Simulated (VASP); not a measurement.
Input of a VASP 6.6.1 run:

Contents of POSCAR:

```
CdGa2
1.0
    0.0000000000      3.9044567923      3.9044567923
    3.9044567923      0.0000000000      3.9044567923
    3.9044567923      3.9044567923      0.0000000000
Cd Ga
2 4
Direct
    0.0000000000      0.0000000000      0.0000000000
    0.2500000000      0.2500000000      0.2500000000
    0.6250000000      0.6250000000      0.6250000000
    0.1250000000      0.6250000000      0.6250000000
    0.6250000000      0.6250000000      0.1250000000
    0.6250000000      0.1250000000      0.6250000000
```

File INCAR.step1:

```
PREC = Accurate ; ENCUT = 520
ISMEAR = 0 ; SIGMA = 0.1
LREAL = False ; LASPH = True
NELM = 100 ; NBANDS = 47
GGA = PE ; ALGO = Normal
EDIFF = 1E-4 ; LWAVE = True
LCHARG = False
```

The input INCAR.step2:

```
PREC = Accurate ; ENCUT = 520
EDIFF = 1E-6 ; ISMEAR = 0
SIGMA = 0.1 ; LREAL = False
LASPH = True ; NELM = 100
ALGO = Normal ; ISIF = 2
LWAVE = False ; LCHARG = True
METAGGA = R2SCAN ; LMIXTAU = True
LELF = True ; LVHAR = True
NBANDS = 47 ; ISTART = 1
```

The input KPOINTS:

```
regular mesh
0
Gamma
  4 4 4
```

Potentials or basis: VASP PAW PBE potentials, release 64 (Cd, Ga_d).

Run with:

```sh
$ cat potpaw_PBE.64/Cd/POTCAR potpaw_PBE.64/Ga_d/POTCAR > POTCAR
$ cp INCAR.step1 INCAR
$ mpirun -np 1 vasp_std > vasp.out
$ cp INCAR.step2 INCAR
$ mpirun -np 1 vasp_std > vasp.out
```

(1) What does it give for the pressure?

(2) What does it give for the band gap on the k mesh?

Answers

(1) 0.5 GPa.

(2) none (metal or under the smearing width).

Caveat: the PAW data sets were made with another functional, which shifts forces and pressure a little.
